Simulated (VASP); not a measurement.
Method: LDA (Ceperley-Alder, Perdew-Zunger), VASP's LDA PAW potentials (set 64) (plane waves; VASP).

A VASP calculation is set up with these files.

### POSCAR
```
GaAs
1
   -0.0000000000     2.7513388404     2.7513388404
    2.7513388404     0.0000000000     2.7513388404
    2.7513388404     2.7513388404    -0.0000000000
Ga As
1 1
Direct
  0.0000000000   0.0000000000   0.0000000000
  0.2500000000   0.2500000000   0.2500000000
```

File KPOINTS:
```
kpoints
0
G
  8 8 8
```

**INCAR**
```
# general
SYSTEM  = GaAs
PREC    = Accurate
ENCUT   = 500
LREAL   = .FALSE.   # projection in real space or not
LASPH   = .TRUE.   # aspherical one-centre terms

# electronic loop
EDIFF   = 1E-6
NELM    = 100
ALGO    = Normal
LMAXMIX = 4

# smearing
ISMEAR  = 0
SIGMA   = 0.05   # width (eV)

# ions
IBRION  = 2   # conjugate gradients
NSW     = 40
ISIF    = 3
EDIFFG  = -0.02   # ionic stop
PSTRESS = 50   # kbar

# output
LWAVE   = .FALSE.
LCHARG  = .FALSE.
```

POTCAR, in this order: Ga_d As (LDA.64 set). Program: vasp_std.

The run wrote:

### OUTCAR
```
 ion  position               nearest neighbor table
   1  0.000  0.000  0.000-   2 2.38   2 2.38   2 2.38   2 2.38
   2  0.250  0.250  0.250-   1 2.38   1 2.38   1 2.38   1 2.38
  LATTYP: Found a face centered cubic cell.
 ALAT       =     5.5026776808
 Subroutine PRICEL returns:
 Original cell was already a primitive cell.
 Subroutine GETGRP returns: Found 24 space group operations
The static configuration has the point symmetry T_d .
The dynamic configuration has the point symmetry T_d .
 Subroutine INISYM returns: Found 24 space group operations
 Subroutine IBZKPT returns following result:
 Found     29 irreducible k-points:

 Following reciprocal coordinates:
            Coordinates               Weight
  0.000000  0.000000  0.000000      1.000000
  0.125000  0.000000  0.000000      8.000000
  0.250000  0.000000  0.000000      8.000000
  0.375000  0.000000  0.000000      8.000000
  0.500000  0.000000  0.000000      4.000000
  0.125000  0.125000  0.000000      6.000000
  0.250000  0.125000  0.000000     24.000000
  0.375000  0.125000  0.000000     24.000000
  0.500000  0.125000  0.000000     24.000000
...
```

### OSZICAR
```
       N       E                     dE             d eps       ncg     rms          rms(c)
DAV:   1     0.804136555248E+02    0.80414E+02   -0.91161E+03   762   0.192E+03
DAV:   2    -0.338665786424E+01   -0.83800E+02   -0.81136E+02   809   0.324E+02
DAV:   3    -0.975717927998E+01   -0.63705E+01   -0.63389E+01   959   0.756E+01
DAV:   4    -0.985624872437E+01   -0.99069E-01   -0.99034E-01   884   0.106E+01
DAV:   5    -0.985770434664E+01   -0.14556E-02   -0.14556E-02   932   0.112E+00    0.329E+00
DAV:   6    -0.965274735507E+01    0.20496E+00   -0.27867E-01  1174   0.110E+01    0.195E+00
DAV:   7    -0.960317774503E+01    0.49570E-01   -0.90109E-02   956   0.257E+00    0.530E-01
DAV:   8    -0.960021751957E+01    0.29602E-02   -0.10709E-02   859   0.139E+00    0.132E-01
DAV:   9    -0.960015918597E+01    0.58334E-04   -0.83251E-04   899   0.332E-01    0.409E-02
DAV:  10    -0.960015955183E+01   -0.36586E-06   -0.49957E-05  1023   0.109E-01    0.215E-02
DAV:  11    -0.960016413218E+01   -0.45804E-05   -0.82537E-06   864   0.471E-02    0.292E-03
DAV:  12    -0.960016398449E+01    0.14769E-06   -0.57597E-07   502   0.138E-02
   1 F= -.83002289E+01 E0= -.83002289E+01  d E =-.830023E+01
```

### OUTCAR
```
------------------------ aborting loop because EDIFF is reached ----------------------------------------
  FORCE on cell =-STRESS in cart. coord.  units (eV):
  Direction    XX          YY          ZZ          XY          YZ          ZX
  --------------------------------------------------------------------------------------
  Total        1.2889029      1.2889029      1.2889029      0.0000000      0.0000000     -0.0000000
  in kB       49.5756669     49.5756669     49.5756669      0.0000000      0.0000000     -0.0000000
  external PRESSURE =      -0.4243331 kB  Pullay stress =      50.0000000 kB
  volume of cell :       41.65
      direct lattice vectors                 reciprocal lattice vectors
     0.000000000  2.751338840  2.751338840    -0.181729707  0.181729707  0.181729707
     2.751338840  0.000000000  2.751338840     0.181729707 -0.181729707  0.181729707
     2.751338840  2.751338840  0.000000000     0.181729707  0.181729707 -0.181729707
  FREE ENERGIE OF THE ION-ELECTRON SYSTEM (eV)
  ---------------------------------------------------
  free  energy   TOTEN  =        -9.6001639845 eV

  energy  without entropy=       -9.6001639845  energy(sigma->0) =       -9.60016398
  enthalpy is  TOTEN    =        -8.3002289310 eV   P V=        1.2999350535

 reached required accuracy - stopping structural energy minimisation
```
(Selected blocks of OUTCAR.)

The compound is GaAs in the zinc blende structure. It was relaxed first under an external pressure of 5 GPa.
